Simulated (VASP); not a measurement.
BIr2: single point with PBE

Sheet: BIr2, a sheet with vacuum.

```
B Ir
1.0
     4.10330    0.00000    0.00000
    -2.05165    3.55356    0.00000
     0.00000    0.00000   23.80000
B Ir
1 2
Direct
  0.00000 0.00000 0.29412
  0.33333 0.66667 0.29412
  0.66667 0.33333 0.29412
```

The cell was built by a generator and needn't be a form met in nature.

```yaml
Program: VASP 6.6.1
Task: single point
Functional: PBE
Potentials_or_basis: VASP PAW PBE potentials, release 64 (B, Ir)
Cutoff: 520 eV
k_mesh: 6 × 6 × 1
Occupations: gaussian, width 0.1 eV
Spin: collinear spin, typed start
Starting_moments: "[0.0, 1.0, 1.0] μB"
```

```json
{
  "Band gap on the k mesh": "none (metal or under the smearing width)",
  "Net moment": "0.00 μB per cell",
  "Valence electrons inside the program's atomic spheres": "B 1.57; Ir 8.44"
}
```

Levels at points of the mesh, in eV from the Fermi level:
Spin up:
| k point | band 8 | band 9 | band 10 | band 11 | band 12 | band 13 | band 14 | band 15 |
| --- | --- | --- | --- | --- | --- | --- | --- | --- |
| (0.00, 0.00, 0.00) | -2.65 | -0.74 | -0.38 | -0.38 | 0.09 | 2.85 | 5.32 | 5.62 |
| (0.50, 0.00, 0.00) | -1.42 | -0.76 | 0.02 | 0.08 | 0.46 | 0.81 | 2.99 | 5.15 |
Spin down:
```csv
k point,band 9,band 10,band 11,band 12,band 13,band 14
"(0.00, 0.00, 0.00)",-0.74,-0.38,-0.38,0.09,2.85,5.33
"(0.50, 0.00, 0.00)",-0.76,0.02,0.08,0.46,0.81,2.99
```

It took 2.5 min on 1 thread of Intel(R) Xeon(R) Platinum 8375C CPU @ 2.90GHz (Ice Lake), on a shared host, peak memory 0.62 GiB.

The run has no spin-orbit coupling, so splittings on Ir are missing.
